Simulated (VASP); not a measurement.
Crystal: WAu.

```
W Au
1.0
     0.00000    2.74798    2.74798
     2.74798    0.00000    2.74798
     2.74798    2.74798    0.00000
W Au
1 1
Direct
  0.00000 0.00000 0.00000
  0.75000 0.75000 0.75000
```

The cell was built by a generator and needn't be a form met in nature.

* Program: VASP 6.6.1
* Task: relaxation of cell and atoms
* Functional: PBE
* Potentials or basis: VASP PAW PBE potentials, release 54 (W, Au)
* Cutoff: 600 eV
* k mesh: 8 × 8 × 8
* Occupations: fermi-dirac, width 0.05 eV
* Spin: no spin polarisation

At the start: pressure 30.2 GPa; volume 20.75 Å³/atom.

**Question.** How do energy, volume and symmetry change on relaxing?

**Answer.** Over 5 steps the energy falls by 292.0 meV/atom and the volume is 24.37 Å³/atom (+17.4 %); space group F-43m (No. 216, to 0.05 Å).

The path:
```csv
step,energy change (eV),largest force (eV/Å),pressure (GPa),volume (Å³)
1,0.0000,0.0000,30.17,41.50
2,1.1320,0.0000,-17.91,69.68
3,-0.5762,0.0000,-2.45,49.73
4,-0.5835,0.0000,-0.58,48.96
5,-0.5840,0.0000,0.00,48.73
```

Final structure:
```yaml
crystal:
  lattice:
    - [0.00000, 2.89914, 2.89914]
    - [2.89914, 0.00000, 2.89914]
    - [2.89914, 2.89914, 0.00000]
  atoms:
    - { symbol: W, position: [0.00000, 0.00000, 0.00000] }
    - { symbol: Au, position: [0.75000, 0.75000, 0.75000] }
```

Caveat: the volume moved by over 15 % at a fixed basis, so the end points are rough.
